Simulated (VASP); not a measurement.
Runs of VASP 6.6.1 on SiCl2H2. The cell holds a molecule in a box, 5 atoms: a = 13.006 Å, b = 13.506 Å, c = 14.006 Å, α = 90.00°, β = 90.00°, γ = 90.00°. 

```tsv
level	potentials or basis	further INCAR settings	grid for exact exchange (PRECFOCK)	screening parameter	gap on the mesh (eV)	largest force (eV/Å)
rev-vdW-DF2	VASP PAW PBE potentials, release 64 (Si, Cl, H)	ALGO = Normal; EDIFF = 1e-06; ISYM = 0	-	-	6.50	0.03
RPBE	VASP PAW PBE potentials, release 64 (Si, Cl, H)	ALGO = Normal; EDIFF = 1e-06; ISYM = 0	-	-	6.59	(b)
PBEsol	VASP PAW PBE potentials, release 64 (Si, Cl, H)	ALGO = Normal; EDIFF = 1e-06; ISYM = 0	-	-	(c)	0.27
optB86b-vdW	VASP PAW PBE potentials, release 64 (Si, Cl, H)	ALGO = Normal; EDIFF = 1e-06; ISYM = 0	-	-	6.51	0.03
LDA	VASP PAW LDA potentials, release 64 (Si, Cl, H)	ALGO = Normal; EDIFF = 1e-06; ISYM = 0	-	-	6.39	0.42
RPBE+D3(BJ)	VASP PAW PBE potentials, release 64 (Si, Cl, H)	ALGO = Normal; EDIFF = 1e-06; ISYM = 0	-	-	6.59	(a)
HSE06+D3(BJ)	VASP PAW PBE potentials, release 64 (Si, Cl, H)	ALGO = Damped; EDIFF = 1e-06; ISYM = 0	Fast	0.2 1/A	8.00	0.34
```

Alike in all rows: task single point; no spin polarisation; cell as given; k mesh 1 × 1 × 1; cutoff (eV) 400; smearing gaussian 0.01 eV.

Problem. Fill in the values left out.

Solution. (a) 0.06; (b) 0.17; (c) 6.49.

Caveats: the PAW data sets were made with another functional, which shifts forces and pressure a little (some runs).

Runs at the PBE level aren't shown here.
